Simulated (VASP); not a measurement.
# TiIn11P12 (a cell with a defect) in VASP: further runs

One crystal, TiIn11P12 (a cell with a defect), is run at these levels: PBEsol+U; tasks: single point, relaxation of the atoms.

Everything below comes from runs of VASP 6.6.1. Logs are shortened: lines on timing, memory, paths and dates and some standing lists are left out, and cuts for length are marked.

## 1. Starting point

The cell holds a defect, 24 atoms: a = 12.449 Å, b = 8.300 Å, c = 8.300 Å, α = 60.00°, β = 60.00°, γ = 60.00°.

## 2. Single point, PBEsol+U, collinear spin, ferromagnetic start

The input, INCAR:

```
ALGO = Normal
EDIFF = 1E-5
ENCUT = 350
GGA = PS
ISIF = 2
ISMEAR = 0
ISPIN = 2
KPAR = 2
LASPH = True
LCHARG = False
LDAU = True
LDAUJ = 0 0 0
LDAUL = 2 -1 -1
LDAUPRINT = 1
LDAUTYPE = 2
LDAUU = 3 0 0
LMAXMIX = 4
LORBIT = 11
LREAL = Auto
LWAVE = False
MAGMOM = 1 0 0 0 0 0 0 0 0 0 0 0 0 0 0 0 0 0 0 0 0 0 0 0
NBANDS = 130
NELM = 120
NUPDOWN = 1
PREC = Accurate
SIGMA = 0.03
```

The input, KPOINTS:

```
k-points
0
Gamma
  2 2 2
```

The input, POSCAR:

```
TiIn11P12
1.0
    0.0000000000      8.8030500000      8.8030500000
    5.8687000000      0.0000000000      5.8687000000
    5.8687000000      5.8687000000      0.0000000000
Ti In P
1 11 12
Direct
    0.0000000000      0.0000000000      0.0000000000
    0.0000000000      0.0000000000      0.5000000000
    0.0000000000      0.5000000000      0.0000000000
    0.0000000000      0.5000000000      0.5000000000
    0.3333330000      0.0000000000      0.0000000000
    0.3333330000      0.0000000000      0.5000000000
    0.3333330000      0.5000000000      0.0000000000
    0.3333330000      0.5000000000      0.5000000000
    0.6666670000      0.0000000000      0.0000000000
    0.6666670000      0.0000000000      0.5000000000
    0.6666670000      0.5000000000      0.0000000000
    0.6666670000      0.5000000000      0.5000000000
    0.0833333333      0.1250000000      0.1250000000
    0.0833333333      0.1250000000      0.6250000000
    0.0833333333      0.6250000000      0.1250000000
    0.0833333333      0.6250000000      0.6250000000
    0.4166663333      0.1250000000      0.1250000000
    0.4166663333      0.1250000000      0.6250000000
    0.4166663333      0.6250000000      0.1250000000
    0.4166663333      0.6250000000      0.6250000000
    0.7500003333      0.1250000000      0.1250000000
    0.7500003333      0.1250000000      0.6250000000
    0.7500003333      0.6250000000      0.1250000000
    0.7500003333      0.6250000000      0.6250000000
```

Potentials or basis: VASP PAW PBE potentials, release 64 (Ti_sv, In_d, P).

Started as:

```sh
cat potpaw_PBE.64/Ti_sv/POTCAR potpaw_PBE.64/In_d/POTCAR potpaw_PBE.64/P/POTCAR > POTCAR
mpirun -np 4 vasp_std > vasp.out
```

OUTCAR:

```text
EDIFF = 1E-5
   ENCUT = 350
   GGA = PS
   ISIF = 2
   ISMEAR = 0
   ISPIN = 2
   LASPH = True
   LORBIT = 11
   LREAL = Auto
   NELM = 120
   NUPDOWN = 1
   PREC = Accurate

 ion  position               nearest neighbor table
   1  0.000  0.000  0.000-  21 2.54  13 2.54  15 2.54  14 2.54
   2  0.000  0.000  0.500-  22 2.54  14 2.54  16 2.54  13 2.54
   3  0.000  0.500  0.000-  23 2.54  15 2.54  16 2.54  13 2.54
   4  0.000  0.500  0.500-  24 2.54  16 2.54  14 2.54  15 2.54
   5  0.333  0.000  0.000-  13 2.54  17 2.54  18 2.54  19 2.54
   6  0.333  0.000  0.500-  14 2.54  18 2.54  17 2.54  20 2.54
[... 16 lines left out ...]
  23  0.750  0.625  0.125-   3 2.54  11 2.54   9 2.54  12 2.54
  24  0.750  0.625  0.625-   4 2.54  12 2.54  11 2.54  10 2.54

  LATTYP: Found a face centered orthorhombic cell.
 ALAT       =     8.2995951335
 B/A-ratio  =     1.7320508076
 C/A-ratio  =     2.4494897428

  Lattice vectors:

 A1 = (   0.0000000000,   8.8030500000,   8.8030500000)
 A2 = (  -5.8687000000,   2.9343500000,   8.8030500000)
 A3 = (   5.8687000000,  -0.0000000000,   5.8687000000)

Analysis of symmetry for initial positions (statically):
=====================================================================
 Subroutine PRICEL returns:
 Original cell was already a primitive cell.

 Routine SETGRP: Setting up the symmetry group for a
 face centered orthorhombic supercell.

 Subroutine GETGRP returns: Found  2 space group operations
 (whereof  2 operations were pure point group operations)
 out of a pool of  8 trial point group operations.

The static configuration has the point symmetry C_1h.

Analysis of symmetry for dynamics (positions and initial velocities):
=====================================================================
 Subroutine PRICEL returns:
 Original cell was already a primitive cell.

 Routine SETGRP: Setting up the symmetry group for a
 face centered orthorhombic supercell.

 Subroutine GETGRP returns: Found  2 space group operations
 (whereof  2 operations were pure point group operations)
 out of a pool of  8 trial point group operations.

The dynamic configuration has the point symmetry C_1h.

Analysis of structural, dynamic, and magnetic symmetry:
=====================================================================
 Subroutine PRICEL returns:
 Original cell was already a primitive cell.

 Routine SETGRP: Setting up the symmetry group for a
 face centered orthorhombic supercell.

 Subroutine GETGRP returns: Found  2 space group operations
 (whereof  2 operations were pure point group operations)
 out of a pool of  8 trial point group operations.

The overall configuration has the point symmetry C_1h.

 Subroutine INISYM returns: Found  2 space group operations
 (whereof  2 operations are pure point group operations),
 and found     1 'primitive' translations

----------------------------------------------------------------------------------------

                                     Primitive cell

  volume of cell :     606.3830

  direct lattice vectors                    reciprocal lattice vectors
     0.000000000  8.803050000  8.803050000    -0.056798496  0.056798496  0.056798496
     5.868700000  0.000000000  5.868700000     0.085197744 -0.085197744  0.085197744
     5.868700000  5.868700000  0.000000000     0.085197744  0.085197744 -0.085197744

  length of vectors
    12.449392700  8.299595133  8.299595133     0.098377881  0.147566821  0.147566821

  position of ions in fractional coordinates (direct lattice)
     0.000000000  0.000000000  0.000000000
     0.000000000  0.000000000  0.500000000
     0.000000000  0.500000000  0.000000000
     0.000000000  0.500000000  0.500000000
     0.333333000  0.000000000  0.000000000
     0.333333000  0.000000000  0.500000000
[... 16 lines left out ...]
     0.750000333  0.625000000  0.125000000
     0.750000333  0.625000000  0.625000000

[... 112 lines left out ...]
   LEPSILON=     F    determine dielectric tensor
   LRPA    =     F    only Hartree local field effects (RPA)
 spin polarized calculation
 Gauss-broadening in eV      SIGMA  =   0.03
  energy-cutoff  :      350.00
  volume of cell :      606.38
 maximum number of plane-waves:      9035
 NGX is ok and might be reduce to    80
   NGX = 37   NGY = 25   NGZ = 25

atom =   1  type =  1  l = 2

 onsite density matrix

spin component  1

  0.1698  0.0008  0.0077 -0.0006 -0.0019
  0.0008  0.1701  0.0039  0.0008 -0.0068
  0.0077  0.0039  0.4010 -0.0022 -0.0104
 -0.0006  0.0008 -0.0022  0.1698 -0.0076
 -0.0019 -0.0068 -0.0104 -0.0076  0.4130

spin component  2

  0.1318  0.0011 -0.0008 -0.0010  0.0002
  0.0011  0.1316 -0.0004  0.0011  0.0007
 -0.0008 -0.0004  0.0270  0.0002  0.0003
 -0.0010  0.0011  0.0002  0.1318  0.0008
  0.0002  0.0007  0.0003  0.0008  0.0267

 occupancies and eigenvectors

  o =  0.0265  v =  0.0000  0.0000  0.0000  0.0000  0.0000 -0.0054 -0.0076 -0.5000 -0.0054  0.8660      0.0000  0.0000  0.0000  0.0000  0.0000  0.0000  0.0000  0.0000  0.0000  0.0000
  o =  0.0272  v =  0.0000  0.0000  0.0000  0.0000  0.0000  0.0056 -0.0000  0.8660 -0.0056  0.5000      0.0000  0.0000  0.0000  0.0000  0.0000  0.0000  0.0000  0.0000  0.0000  0.0000
  o =  0.1296  v =  0.0000  0.0000  0.0000  0.0000  0.0000 -0.5557  0.6184  0.0007 -0.5557 -0.0011      0.0000  0.0000  0.0000  0.0000  0.0000  0.0000  0.0000  0.0000  0.0000  0.0000
  o =  0.1328  v =  0.0000  0.0000  0.0000  0.0000  0.0000 -0.7071  0.0000  0.0069  0.7071  0.0040      0.0000  0.0000  0.0000  0.0000  0.0000  0.0000  0.0000  0.0000  0.0000  0.0000
  o =  0.1329  v =  0.0000  0.0000  0.0000  0.0000  0.0000  0.4372  0.7858 -0.0053  0.4372  0.0093      0.0000  0.0000  0.0000  0.0000  0.0000  0.0000  0.0000  0.0000  0.0000  0.0000
  o =  0.1685  v =  0.5985 -0.5325 -0.0048  0.5985  0.0082  0.0000  0.0000  0.0000  0.0000  0.0000      0.0000  0.0000  0.0000  0.0000  0.0000  0.0000  0.0000  0.0000  0.0000  0.0000
  o =  0.1701  v = -0.7066  0.0000  0.0312  0.7066  0.0180  0.0000  0.0000  0.0000  0.0000  0.0000      0.0000  0.0000  0.0000  0.0000  0.0000  0.0000  0.0000  0.0000  0.0000  0.0000
  o =  0.1704  v =  0.3759  0.8459 -0.0215  0.3759  0.0373  0.0000  0.0000  0.0000  0.0000  0.0000      0.0000  0.0000  0.0000  0.0000  0.0000  0.0000  0.0000  0.0000  0.0000  0.0000
  o =  0.3953  v =  0.0255  0.0000  0.8655 -0.0255  0.4997  0.0000  0.0000  0.0000  0.0000  0.0000      0.0000  0.0000  0.0000  0.0000  0.0000  0.0000  0.0000  0.0000  0.0000  0.0000
  o =  0.4195  v = -0.0219 -0.0314 -0.4995 -0.0219  0.8652  0.0000  0.0000  0.0000  0.0000  0.0000      0.0000  0.0000  0.0000  0.0000  0.0000  0.0000  0.0000  0.0000  0.0000  0.0000

 number of electron     215.0000077 magnetization       1.0000001

 Free energy of the ion-electron system (eV)
  ---------------------------------------------------
  ext. energy  EPLUGINS =         0.00000000
  ---------------------------------------------------
  free energy    TOTEN  =      -112.31879465 eV

  energy without entropy =     -112.31514438  energy(sigma->0) =     -112.31696951

 E-fermi :   4.9910     XC(G=0):  -9.4298

 val. band max:        5.2975969073   @ k =   0.5000   0.0000   0.5000
 cond. band min:       5.3236144483   @ k =   0.0000   0.0000   0.0000
 fundamental gap:      0.0260175410
 Fermi energy:         5.3222311864

 spin component 1

 k-point     1 :       0.0000    0.0000    0.0000
  band No.  band energies     occupation
      1     -52.7913      1.00000
      2     -29.1420      1.00000
      3     -29.1373      1.00000
      4     -29.1254      1.00000
      5      -9.3746      1.00000
      6      -9.3610      1.00000
[... 721 lines left out ...]
    118       7.8864      0.00000
    119       7.9113      0.00000
 Fermi energy:         4.9909856451

 spin component 2

 k-point     1 :       0.0000    0.0000    0.0000
  band No.  band energies     occupation
      1     -51.9257      1.00000
      2     -28.2936      1.00000
      3     -28.2763      1.00000
      4     -28.2350      1.00000
      5      -9.3743      1.00000
      6      -9.3607      1.00000
[... 721 lines left out ...]
    118       7.8877      0.00000
    119       7.9389      0.00000
 [bands above 119 left out]

------------------------ aborting loop because EDIFF is reached ----------------------------------------

  FORCE on cell =-STRESS in cart. coord.  units (eV):
  Direction    XX          YY          ZZ          XY          YZ          ZX
  --------------------------------------------------------------------------------------
  -------------------------------------------------------------------------------------
  Total       -1.6377850     -1.4972486     -1.4972486      0.6219317     -0.6230939      0.6219318
  in kB       -4.3273347     -3.9560111     -3.9560111      1.6432601     -1.6463308      1.6432602
  external PRESSURE =      -4.0797856 kB  Pullay stress =       0.0000000 kB

 VOLUME and BASIS-vectors are now :
 -----------------------------------------------------------------------------
  energy-cutoff  :      350.00
  volume of cell :      606.38
      direct lattice vectors                 reciprocal lattice vectors
     0.000000000  8.803050000  8.803050000    -0.056798496  0.056798496  0.056798496
     5.868700000  0.000000000  5.868700000     0.085197744 -0.085197744  0.085197744
     5.868700000  5.868700000  0.000000000     0.085197744  0.085197744 -0.085197744

 POSITION                                       TOTAL-FORCE (eV/Angst)
 -----------------------------------------------------------------------------------
      0.00000      0.00000      0.00000         0.035026     -0.037997     -0.037997
      2.93435      2.93435      0.00000         0.008541     -0.012195     -0.016229
      2.93435      0.00000      2.93435         0.008541     -0.016229     -0.012195
      5.86870      2.93435      2.93435         0.003757     -0.012605     -0.012605
      0.00000      2.93435      2.93435         0.016087      0.016284      0.016284
      2.93435      5.86870      2.93435        -0.016841     -0.016267      0.012640
[... 16 lines left out ...]
      4.40152      7.33588     10.27023        -0.001131      0.003094      0.009185
      7.33587     10.27023     10.27023        -0.003258      0.007791      0.007791
 -----------------------------------------------------------------------------------
    total drift:                                0.035124      0.004608      0.004607

  FREE ENERGIE OF THE ION-ELECTRON SYSTEM (eV)
  ---------------------------------------------------
  free  energy   TOTEN  =      -112.3187946469 eV

  energy  without entropy=     -112.3151443799  energy(sigma->0) =     -112.31696951

 total charge

# of ion       s       p       d       tot
------------------------------------------
    1        2.194   6.092   1.756  10.042
    2        0.829   0.768   9.898  11.494
    3        0.829   0.768   9.898  11.494
    4        0.828   0.768   9.898  11.494
    5        0.826   0.772   9.898  11.496
    6        0.824   0.772   9.899  11.495
[... 16 lines left out ...]
   23        1.022   1.485   0.000   2.507
   24        1.022   1.486   0.000   2.507
--------------------------------------------------
tot         23.554  32.419 110.638 166.612

 magnetization (x)

# of ion       s       p       d       tot
------------------------------------------
    1        0.012   0.006   0.870   0.888
    2        0.007  -0.001  -0.001   0.005
    3        0.007  -0.001  -0.001   0.005
    4        0.006   0.000  -0.001   0.005
    5        0.003  -0.001  -0.000   0.002
    6        0.002   0.000  -0.000   0.002
[... 16 lines left out ...]
   23        0.000   0.000   0.000   0.000
   24       -0.000  -0.000   0.000  -0.000
--------------------------------------------------
tot          0.035  -0.104   0.864   0.795
```

Wall time 7 min (4 MPI ranks of Intel Xeon 6975P-C (Granite Rapids), shared host); peak memory 0.55 GiB.

What came out:

```yaml
Free_energy: -112.3188 eV
Pressure: -0.4 GPa
Largest_force: 0.826 eV/Å
Net_moment: 1.00 μB per cell
Site_moments: Ti +0.89; In +0.01, +0.00, -0.00; P -0.03, +0.00, -0.01, -0.00 μB
Valence_electrons_inside_the_program's_atomic_spheres: Ti 10.04; In 11.49, 11.50; P 2.52, 2.51
```

Forces in eV/Å, atoms in the order of the input:
```
Ti   0.035 -0.038 -0.038
In   0.009 -0.012 -0.016
In   0.009 -0.016 -0.012
In   0.004 -0.013 -0.013
In   0.016  0.016  0.016
In  -0.017 -0.016  0.013
In  -0.017  0.013 -0.016
In   0.009 -0.012 -0.012
In  -0.001 -0.032 -0.032
In   0.037 -0.006 -0.039
In   0.037 -0.039 -0.006
In   0.008 -0.010 -0.010
P   -0.524 -0.452 -0.452
P    0.455  0.498 -0.425
P    0.455 -0.425  0.498
P   -0.006  0.015  0.015
P   -0.041  0.029  0.029
P    0.003  0.012  0.001
P    0.003  0.001  0.012
P   -0.009  0.009  0.009
P   -0.458  0.458  0.458
P   -0.001  0.009  0.003
P   -0.001  0.003  0.009
P   -0.003  0.008  0.008
```

Stress tensor (GPa, compression positive):
```
-0.43  0.16  0.16
 0.16 -0.40 -0.16
 0.16 -0.16 -0.40
```

Eigenvalues of the final occupation matrices:
```csv
site,spin,trace,eigenvalues
site 1 d,1,1.32,0.17 0.17 0.17 0.40 0.42
site 1 d,2,0.45,0.03 0.03 0.13 0.13 0.13
```

Caveat: the k mesh is coarse (spacing up to 0.46 Å⁻¹), so the values aren't converged; the PAW data sets were made with another functional, which shifts forces and pressure a little; the total moment is fixed, so each spin has its own Fermi level; the U is typed as a test and isn't derived for this compound. The state reached can hang on the start; a lower one may exist.

## 3. Relaxation of the atoms, PBEsol+U, collinear spin, ferromagnetic start

The input, INCAR:

```
SYSTEM = TiIn11P12
  PREC = Accurate
  ENCUT = 350
  EDIFF = 1E-5
  ISMEAR = 0
  SIGMA = 0.03
  LREAL = Auto
  LASPH = .TRUE.
  NELM = 120
  ALGO = Normal
  ISIF = 2
  LWAVE = .FALSE.
  LCHARG = .FALSE.
  ISPIN = 2
  MAGMOM = 1 0 0 0 0 0 0 0 0 0 0 0 0 0 0 0 0 0 0 0 0 0 0 0
  LORBIT = 11
  LMAXMIX = 4
  LDAU = .TRUE.
  LDAUTYPE = 2
  LDAUL = 2 -1 -1
  LDAUU = 3 0 0
  LDAUJ = 0 0 0
  LDAUPRINT = 1
  GGA = PS
  IBRION = 2
  NSW = 40
  EDIFFG = -0.03
  KPAR = 2
```

The input, KPOINTS:

```
Automatic mesh
0
G
  2 2 2
  0 0 0
```

POSCAR is that of step 2.

Potentials or basis: VASP PAW PBE potentials, release 64 (Ti_sv, In_d, P).

Started as:

```sh
cat potpaw_PBE.64/Ti_sv/POTCAR potpaw_PBE.64/In_d/POTCAR potpaw_PBE.64/P/POTCAR > POTCAR
mpirun -np 4 vasp_std > vasp.out
```

Wall time 35 min (4 MPI ranks of Intel Xeon 6975P-C (Granite Rapids), shared host); peak memory 0.58 GiB.

Results (log left out):

* Free energy: -112.3397 eV
* Energy gained by relaxing: 6.3 meV/atom
* Ionic steps: 8
* Pressure after relaxing: -0.4 GPa
* Largest force after relaxing: 0.024 eV/Å
* Band gap on the k mesh: none (metal or under the smearing width)
* Net moment: 0.04 μB per cell
* Site moments: Ti +0.04; In -0.01, +0.01, +0.00, -0.00; P +0.00, -0.00 μB
* Valence electrons inside the program's atomic spheres: Ti 10.12; In 11.47, 11.48, 11.49, 11.50; P 2.52, 2.51, 2.50, 2.53

Forces in eV/Å, atoms in the order of the input:
```
Ti   0.020  0.000  0.000
In  -0.003  0.006  0.002
In  -0.003  0.002  0.006
In  -0.017  0.000  0.000
In  -0.013  0.004  0.004
In   0.011 -0.009 -0.008
In   0.011 -0.008 -0.009
In   0.001 -0.004 -0.004
In   0.003 -0.015 -0.015
In  -0.009  0.011  0.005
In  -0.009  0.005  0.011
In   0.006  0.002  0.002
P    0.017  0.005  0.005
P    0.011 -0.006 -0.014
P    0.011 -0.014 -0.006
P   -0.003 -0.011 -0.011
P    0.012 -0.008 -0.008
P   -0.014  0.005  0.006
P   -0.014  0.006  0.005
P    0.012 -0.004 -0.004
P   -0.002  0.001  0.001
P   -0.008  0.008  0.010
P   -0.008  0.010  0.008
P   -0.012  0.015  0.015
```

Stress tensor (GPa, compression positive):
```
-0.41  0.16  0.16
 0.16 -0.43 -0.12
 0.16 -0.12 -0.43
```

The path:
```csv
step,energy change (eV),largest force (eV/Å),pressure (GPa)
1,0.0000,0.9071,-1.05
2,-0.1055,0.4542,-0.47
3,-0.1421,0.1760,-0.39
4,-0.1422,0.1808,-0.40
5,-0.1491,0.0661,-0.42
6,-0.1504,0.0486,-0.39
7,-0.1504,0.0432,-0.43
8,-0.1514,0.0239,-0.42
```

Final structure:
```xyz
24
Lattice="0.0000 8.8031 8.8031 5.8687 0.0000 5.8687 5.8687 5.8687 0.0000" Properties=species:S:1:pos:R:3 pbc="T T T"
Ti    0.0081    8.7984    8.7984
In    2.9353    2.9371    0.0060
In    2.9353    0.0060    2.9371
In    5.8582    2.9333    2.9333
In   11.7373    8.7973    8.7973
In    2.9410    5.8661    2.9251
In    2.9410    2.9251    5.8661
In    5.8718    5.8681    5.8681
In   11.7365   11.7448   11.7448
In    2.9288    8.8011    5.8728
In    2.9288    5.8728    8.8011
In    5.8717    8.8022    8.8022
P     1.4156    1.4186    1.4186
P     4.4512    4.4595    1.4126
P     4.4512    1.4126    4.4595
P     7.3338    4.4026    4.4026
P     1.4713    4.3994    4.3994
P     4.3983    7.3345    4.4061
P     4.3983    4.4061    7.3345
P     7.3349    7.3361    7.3361
P     1.4150    7.3845    7.3845
P     4.4028   10.2697    7.3375
P     4.4028    7.3375   10.2697
P     7.3362   10.2696   10.2696
```

Levels at points of the mesh, in eV from the Fermi level:
Spin up:
```csv
k point,band 104,band 105,band 106,band 107,band 108,band 109,band 110,band 111,band 112,band 113
"(0.00, 0.00, 0.00)",-1.44,-0.99,-0.88,-0.88,-0.16,0.02,0.62,0.67,0.69,0.87
"(0.50, 0.00, 0.00)",-1.30,-1.28,-1.00,-0.98,-0.11,0.37,0.49,0.76,0.83,0.89
"(0.00, 0.50, 0.00)",-1.59,-1.53,-1.24,-1.22,0.05,0.74,0.90,1.04,1.17,1.26
"(0.50, 0.00, 0.50)",-1.75,-1.71,-1.51,-1.45,0.18,0.64,0.77,1.05,1.34,1.78
"(0.00, 0.50, 0.50)",-1.75,-1.72,-1.46,-1.22,-0.23,0.69,1.04,1.08,1.43,1.53
"(0.50, 0.50, 0.50)",-1.68,-1.59,-1.40,-1.39,-0.04,0.64,1.01,1.05,1.45,1.58
```
Spin down:
```
           k point  band 103  band 104  band 105  band 106  band 107  band 108  band 109  band 110  band 111  band 112
(0.00, 0.00, 0.00)     -1.45     -1.45     -0.99     -0.88     -0.87     -0.03      0.02      0.58      0.68      0.70
(0.50, 0.00, 0.00)     -1.70     -1.29     -1.29     -1.00     -0.98     -0.12      0.37      0.64      0.77      0.83
(0.00, 0.50, 0.00)     -1.91     -1.59     -1.52     -1.24     -1.21      0.07      0.74      0.94      1.04      1.17
(0.50, 0.00, 0.50)     -1.87     -1.75     -1.70     -1.50     -1.43     -0.03      0.68      1.03      1.11      1.45
(0.00, 0.50, 0.50)     -1.87     -1.79     -1.73     -1.47     -1.24      0.35      0.65      0.77      1.06      1.31
(0.50, 0.50, 0.50)     -1.76     -1.65     -1.59     -1.41     -1.37      0.28      0.66      0.87      1.09      1.36
```

Eigenvalues of the final occupation matrices:
| site | spin | trace | eigenvalues |
| --- | --- | --- | --- |
| site 1 d | 1 | 0.93 | 0.04 0.17 0.17 0.18 0.36 |
| site 1 d | 2 | 0.88 | 0.04 0.17 0.17 0.17 0.33 |

Caveat: the k mesh is coarse (spacing up to 0.46 Å⁻¹), so the values aren't converged; the PAW data sets were made with another functional, which shifts forces and pressure a little; the U is typed as a test and isn't derived for this compound.
